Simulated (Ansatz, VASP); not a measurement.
# Cross-check of AlSi23HO48 (Al-H pair in alpha-quartz) between VASP and Ansatz

Aim: how closely do two programs agree when they are given the same cell, functional and k mesh? Of the first pair: The structure shown is the start of the Ansatz relaxation below; VASP solves that cell, so the two are compared at the walk's first step.

Method: plane waves, with VASP 6.6.1 beside it; single point at HSE06, in Ansatz 0.2.0.

### 1. The starting structure

The cell holds 73 atoms: 23 Si, 48 O, 1 Al and 1 H. Its edges and angles: a = 10.037 Å, b = 10.037 Å, c = 11.018 Å, α = 90.0°, β = 90.0°, γ = 120.0°. It derives from SiO2 (SiO2 (P3_221)). Nearest the centre at fractional (0.218, 0.153, 0.418): O24 at 0.33 Å, Al72 at 1.30 Å, H73 at 1.33 Å, Si1 at 1.91 Å, O33 at 2.39 Å, O29 at 2.41 Å, O32 at 2.41 Å, O41 at 2.80 Å.

### 2. Ansatz: relaxation, HSE06

Ansatz runs on its default PAW (the set named soft_2) files.

The two programs are compared at the cell with which this relaxation starts, whose forces are those of its first step.

File input.yaml:

```yaml
relax:
  f_tol: 0.01
  max_steps: 80
  random_displacement: { amplitude: 0.02, seed: 35 }
crystal:
  lattice:
    - [10.03667681, 0.0, 0.0]
    - [-5.01833841, 8.69201709, 0.0]
    - [0.0, 0.0, 11.01794811]
  atoms:
    - { symbol: Si, position: [0.238184543, 0.0, 0.333333333] }
    - { symbol: Si, position: [0.0, 0.238184543, 0.166666667] }
    - { symbol: Si, position: [0.261815457, 0.261815457, 0.0] }
    - { symbol: O, position: [0.207203439, 0.128060007, 0.397141938] }
    - { symbol: O, position: [0.371939993, 0.079143432, 0.230475271] }
    - { symbol: O, position: [0.420856568, 0.292796561, 0.063808604] }
    - { symbol: O, position: [0.128060007, 0.207203439, 0.102858062] }
    - { symbol: O, position: [0.079143432, 0.371939993, 0.269524729] }
    - { symbol: O, position: [0.292796561, 0.420856568, 0.436191396] }
    - { symbol: Si, position: [0.238184543, 0.0, 0.833333333] }
    - { symbol: Si, position: [0.0, 0.238184543, 0.666666667] }
    - { symbol: Al, position: [0.261815457, 0.261815457, 0.5] }
    - { symbol: O, position: [0.207203439, 0.128060007, 0.897141938] }
    - { symbol: O, position: [0.371939993, 0.079143432, 0.730475271] }
    - { symbol: O, position: [0.420856568, 0.292796561, 0.563808604] }
    - { symbol: O, position: [0.128060007, 0.207203439, 0.602858062] }
    - { symbol: O, position: [0.079143432, 0.371939993, 0.769524729] }
    - { symbol: O, position: [0.292796561, 0.420856568, 0.936191396] }
    - { symbol: Si, position: [0.238184543, 0.5, 0.333333333] }
    - { symbol: Si, position: [0.0, 0.738184543, 0.166666667] }
    - { symbol: Si, position: [0.261815457, 0.761815457, 0.0] }
    - { symbol: O, position: [0.207203439, 0.628060007, 0.397141938] }
    - { symbol: O, position: [0.371939993, 0.579143432, 0.230475271] }
    - { symbol: O, position: [0.420856568, 0.792796561, 0.063808604] }
    - { symbol: O, position: [0.128060007, 0.707203439, 0.102858062] }
    - { symbol: O, position: [0.079143432, 0.871939993, 0.269524729] }
    - { symbol: O, position: [0.292796561, 0.920856568, 0.436191396] }
    - { symbol: Si, position: [0.238184543, 0.5, 0.833333333] }
    - { symbol: Si, position: [0.0, 0.738184543, 0.666666667] }
    - { symbol: Si, position: [0.261815457, 0.761815457, 0.5] }
    - { symbol: O, position: [0.207203439, 0.628060007, 0.897141938] }
    - { symbol: O, position: [0.371939993, 0.579143432, 0.730475271] }
    - { symbol: O, position: [0.420856568, 0.792796561, 0.563808604] }
    - { symbol: O, position: [0.128060007, 0.707203439, 0.602858062] }
    - { symbol: O, position: [0.079143432, 0.871939993, 0.769524729] }
    - { symbol: O, position: [0.292796561, 0.920856568, 0.936191396] }
    - { symbol: Si, position: [0.738184543, 0.0, 0.333333333] }
    - { symbol: Si, position: [0.5, 0.238184543, 0.166666667] }
    - { symbol: Si, position: [0.761815457, 0.261815457, 0.0] }
    - { symbol: O, position: [0.707203439, 0.128060007, 0.397141938] }
    - { symbol: O, position: [0.871939993, 0.079143432, 0.230475271] }
    - { symbol: O, position: [0.920856568, 0.292796561, 0.063808604] }
    - { symbol: O, position: [0.628060007, 0.207203439, 0.102858062] }
    - { symbol: O, position: [0.579143432, 0.371939993, 0.269524729] }
    - { symbol: O, position: [0.792796561, 0.420856568, 0.436191396] }
    - { symbol: Si, position: [0.738184543, 0.0, 0.833333333] }
    - { symbol: Si, position: [0.5, 0.238184543, 0.666666667] }
    - { symbol: Si, position: [0.761815457, 0.261815457, 0.5] }
    - { symbol: O, position: [0.707203439, 0.128060007, 0.897141938] }
    - { symbol: O, position: [0.871939993, 0.079143432, 0.730475271] }
    - { symbol: O, position: [0.920856568, 0.292796561, 0.563808604] }
    - { symbol: O, position: [0.628060007, 0.207203439, 0.602858062] }
    - { symbol: O, position: [0.579143432, 0.371939993, 0.769524729] }
    - { symbol: O, position: [0.792796561, 0.420856568, 0.936191396] }
    - { symbol: Si, position: [0.738184543, 0.5, 0.333333333] }
    - { symbol: Si, position: [0.5, 0.738184543, 0.166666667] }
    - { symbol: Si, position: [0.761815457, 0.761815457, 0.0] }
    - { symbol: O, position: [0.707203439, 0.628060007, 0.397141938] }
    - { symbol: O, position: [0.871939993, 0.579143432, 0.230475271] }
    - { symbol: O, position: [0.920856568, 0.792796561, 0.063808604] }
    - { symbol: O, position: [0.628060007, 0.707203439, 0.102858062] }
    - { symbol: O, position: [0.579143432, 0.871939993, 0.269524729] }
    - { symbol: O, position: [0.792796561, 0.920856568, 0.436191396] }
    - { symbol: Si, position: [0.738184543, 0.5, 0.833333333] }
    - { symbol: Si, position: [0.5, 0.738184543, 0.666666667] }
    - { symbol: Si, position: [0.761815457, 0.761815457, 0.5] }
    - { symbol: O, position: [0.707203439, 0.628060007, 0.897141938] }
    - { symbol: O, position: [0.871939993, 0.579143432, 0.730475271] }
    - { symbol: O, position: [0.920856568, 0.792796561, 0.563808604] }
    - { symbol: O, position: [0.628060007, 0.707203439, 0.602858062] }
    - { symbol: O, position: [0.579143432, 0.871939993, 0.769524729] }
    - { symbol: O, position: [0.792796561, 0.920856568, 0.936191396] }
    - { symbol: H, position: [0.171375439, 0.047432007, 0.331329938] }
basis:
  ecutwfc: 420
  xc_grid: 2
hamiltonian:
  xc: hse06
kpoints:
  mp_grid: { grid: [1, 1, 1] }
scf:
  occupations: { method: fermi_dirac, width: 0.01 }
  max_iter: 120
output:
  forces: true
checkpoint:
  write: "../relax.run"
  compress: false
  write_wavefunctions: true
  write_every: 100000
```

On the command line:

```sh
> ansatz run input.yaml --threads 4 --pin off --max-ram 7536MiB --backend cpu --events-out ev --progress --plain --runs-dir out
```

Numbers of over 12 decimals in the logs are rounded to 6 here.

Output:

```text
exact exchange: scf.exx.singularity resolves to wigner_seitz, which cuts the screened interaction at the faces of the exchange supercell's Wigner-Seitz cell, so that each pair interacts once, at the shortest of its separations (the periodic images that this leaves out come, for a point-like exchange hole, to about 0.008 eV on a filled level). The cut falls within the interaction's reach, and what an exchange supercel [...]
Engine: ansatz 0.2.0, aarch64-unknown-linux-gnu
Pseudopotentials: kind: paw
Pseudopotential: Si, paw, valence charge 4, recommended cutoff 420 eV (normal), Si.paw.azcp
Pseudopotential: O, paw, valence charge 6, recommended cutoff 420 eV (normal), O.paw.azcp
Pseudopotential: Al, paw, valence charge 3, recommended cutoff 420 eV (normal), Al.paw.azcp
Pseudopotential: H, paw, valence charge 1, recommended cutoff 420 eV (normal), H.paw.azcp
Functional definition: HSE06
  parameter a = 0.25
  parameter omega = 0.11/bohr
  exchange = pbe_x - a*pbe_x_sr(omega) + a*exact_x_sr(omega)
  correlation = pbe_c
Crystal: 73 atoms, lattice volume = 961.194 Å³
Basis set: ecut = 420 eV, 18781 PW (Γ), exchange–correlation on 144×144×150 points (8 copies of the dense FFT grid, shifted against one another)
Bands: 265, of which v1, the nominal top of the filled ones, is band 192 counted from 1 (191 counted from 0)
Symmetry: 1 space group operations
k-points: 1
Non-local potential: Si, projectors of the file, l = 0: 2, l = 1: 2, l = 2: 2
Non-local potential: O, projectors of the file, l = 0: 2, l = 1: 2, l = 2: 1
Non-local potential: Al, projectors of the file, l = 0: 2, l = 1: 2, l = 2: 1
Non-local potential: H, projectors of the file, l = 0: 2, l = 1: 1
PAW form: soft (Blöchl's): semilocal exchange-correlation on the pseudo side does not see the compensation charge
PAW frozen core: Si, regenerated for the run's functional, and the local potential with it (the file was generated under x = pbe(κ = 0.804, μ = 0.219515), c = pbe(β = 0.066725))
PAW frozen core: O, regenerated for the run's functional, and the local potential with it (the file was generated under x = pbe(κ = 0.804, μ = 0.219515), c = pbe(β = 0.066725))
PAW frozen core: Al, regenerated for the run's functional, and the local potential with it (the file was generated under x = pbe(κ = 0.804, μ = 0.219515), c = pbe(β = 0.066725))
PAW one-centre angular grid: Si, 110 points (default); XC on 64 Gauss nodes
PAW one-centre angular grid: O, 110 points (default); XC on 96 Gauss nodes
PAW one-centre angular grid: Al, 110 points (default); XC on 64 Gauss nodes
PAW one-centre angular grid: H, 110 points (default); XC on 64 Gauss nodes
Initial density: superposition of atomic densities (neutral atoms: chi_scale 0, normalization atom), corrected by the library's trained network
Initial wavefunctions: pseudopotential atomic-orbital guess
Functional: x = pbe(κ = 0.804, μ = 0.219515), c = pbe(β = 0.066725), warm-up for x = pbe(κ = 0.804, μ = 0.219515) + 0.25 (exact − pbe) at short range (hse, ω = 0.207870 Å⁻¹), c = pbe(β = 0.066725); HSE06 as pw.x's `hse` composes it (authors' and Libxc's form: `xc: wpbeh`)
SCF iter   1: F=—  HF=-42483.839176 eV  |F-HF|=—  |Δ(HF+E_count)|=         —  Δρ=7.75e-3  dr2=7.24e-1  ethr=1.77e-3  ⟨swp⟩=16.0  Hψ=1566  notcnv=0
preconditioner: auto → none  [insulator: Δε(μ)=4.304 eV  Ē_g=16.603 eV  σ=0.010 eV  W_gap=1.00  n_scr=212 (ndim 8)  ℏωp=23.5 eV  f_vac=0.149  D(μ)=0.00/eV (n_scr^D=0)]
SCF iter   2: F=—  HF=-42483.607316 eV  |F-HF|=—  |Δ(HF+E_count)|=   2.32e-1  Δρ=4.57e-3  dr2=1.22e-1  ethr=1.88e-4  ⟨swp⟩=9.0  Hψ=830  notcnv=0
SCF iter   3: F=—  HF=-42483.581302 eV  |F-HF|=—  |Δ(HF+E_count)|=   2.60e-2  Δρ=1.68e-3  dr2=1.51e-2  ethr=3.17e-5  ⟨swp⟩=7.0  Hψ=734  notcnv=0  defer=1
SCF iter   4: F=—  HF=-42483.580205 eV  |F-HF|=—  |Δ(HF+E_count)|=   1.10e-3  Δρ=7.73e-4  dr2=3.33e-3  ethr=3.93e-6  ⟨swp⟩=8.0  Hψ=719  notcnv=0  defer=2
[...]
max |Σ_I F_I| component: 9.86e-5 eV/Å
--- Band table (eV) ---
  k-point 0: bands = [... 188 lower, 0.6792, 0.8112, 0.8334, 0.9486, 8.2192, 10.0538, 10.1825, 10.4788, ... 44 higher]
  guard bands above this table: 25 of the run's 265 bands. The solve was not asked for them (output.publish_guard_bands: true or output.eigenvalues: true publishes all)
--- Relaxed structure (19 steps of the walk, 18 accepted, 0 SCFs on fresh bases) ---
  F+E_penalty+E_count = -42503.58663913 eV   max|allowed force component| = 4.686e-3 eV/Å
  atoms:
    - { symbol: Si, position: [0.231777, -0.011685, 0.329846] }
    - { symbol: Si, position: [0.000692365, 0.246701, 0.161762] }
    - { symbol: Si, position: [0.261539, 0.265404, -0.00473892] }
    - { symbol: O, position: [0.168401, 0.094571, 0.401536] }
    - { symbol: O, position: [0.369036, 0.096071, 0.241482] }
    - { symbol: O, position: [0.413678, 0.295158, 0.067650] }
    - { symbol: O, position: [0.123115, 0.215624, 0.091194] }
    - { symbol: O, position: [0.084237, 0.384765, 0.257606] }
    - { symbol: O, position: [0.290666, 0.418441, 0.423270] }
    - { symbol: Si, position: [0.247310, 0.00540427, 0.833415] }
    - { symbol: Si, position: [0.00418746, 0.245778, 0.672420] }
    - { symbol: Al, position: [0.264551, 0.265780, 0.507287] }
    - { symbol: O, position: [0.213211, 0.129956, 0.897063] }
    - { symbol: O, position: [0.386246, 0.085116, 0.737615] }
    - { symbol: O, position: [0.429078, 0.270636, 0.551099] }
    - { symbol: O, position: [0.126591, 0.207120, 0.616776] }
    - { symbol: O, position: [0.083646, 0.385281, 0.770137] }
    - { symbol: O, position: [0.298994, 0.422328, 0.927458] }
    - { symbol: Si, position: [0.240568, 0.503352, 0.328754] }
    - { symbol: Si, position: [-0.0040505, 0.727648, 0.160182] }
    - { symbol: Si, position: [0.266609, 0.766424, -0.000664811] }
    - { symbol: O, position: [0.208619, 0.628857, 0.395381] }
    - { symbol: O, position: [0.374831, 0.589016, 0.228364] }
    - { symbol: O, position: [0.420879, 0.805588, 0.072967] }
    - { symbol: O, position: [0.121956, 0.700600, 0.091827] }
    - { symbol: O, position: [0.081869, 0.864489, 0.259108] }
    - { symbol: O, position: [0.288015, 0.915053, 0.432154] }
    - { symbol: Si, position: [0.246799, 0.506290, 0.828921] }
    - { symbol: Si, position: [0.00517301, 0.740450, 0.670115] }
    - { symbol: Si, position: [0.259015, 0.758335, 0.498394] }
    - { symbol: O, position: [0.229200, 0.639431, 0.895841] }
    - { symbol: O, position: [0.377425, 0.582041, 0.724473] }
    - { symbol: O, position: [0.416568, 0.794619, 0.564361] }
    - { symbol: O, position: [0.125003, 0.706364, 0.598527] }
    - { symbol: O, position: [0.093060, 0.878011, 0.766185] }
    - { symbol: O, position: [0.293368, 0.923513, 0.938533] }
    - { symbol: Si, position: [0.751424, 0.000443297, 0.332334] }
    - { symbol: Si, position: [0.496544, 0.245566, 0.168132] }
    - { symbol: Si, position: [0.747926, 0.252151, 0.00126386] }
[...]
- { symbol: Si, position: [0.735737, -0.00209419, 0.834711] }
    - { symbol: Si, position: [0.508231, 0.234815, 0.661212] }
    - { symbol: Si, position: [0.767589, 0.255988, 0.502810] }
[...]
- { symbol: Si, position: [0.742605, 0.495410, 0.333475] }
    - { symbol: Si, position: [0.503091, 0.744007, 0.165353] }
    - { symbol: Si, position: [0.756873, 0.755360, -0.00463115] }
[...]
- { symbol: O, position: [0.595589, 0.873566, 0.267901] }
    - { symbol: O, position: [0.818228, 0.920125, 0.424590] }
    - { symbol: Si, position: [0.737802, 0.496498, 0.829893] }
    - { symbol: Si, position: [0.501358, 0.741738, 0.661533] }
    - { symbol: Si, position: [0.768398, 0.761063, 0.498468] }
    - { symbol: O, position: [0.703863, 0.619389, 0.896902] }
    - { symbol: O, position: [0.882584, 0.586102, 0.739175] }
    - { symbol: O, position: [0.919621, 0.792247, 0.572176] }
    - { symbol: O, position: [0.628154, 0.718037, 0.589840] }
    - { symbol: O, position: [0.583404, 0.871573, 0.764618] }
    - { symbol: O, position: [0.793317, 0.912600, 0.928158] }
    - { symbol: H, position: [0.056646, 0.040512, 0.409680] }
```

Reading the cycles: dr2 is the Hartree energy of the density residual (eV), the measure of convergence; HF is the Harris–Foulkes estimate of the energy, which meets the free energy F at convergence.

(Continued in part 2 of 3.)

[Lines on the potential files, build, host, timing and source positions are cut from VASP's logs without a mark.]

[Logs are printed without paths, hosts, clocks, repeated set-up lines and the standing remarks that a program may print on its own settings, such as how far it seeks lower states.]

[Hosts, paths, dates, database ids (printed as entryN), source tags and the programs' standing remarks are cut or masked in the printed files.]
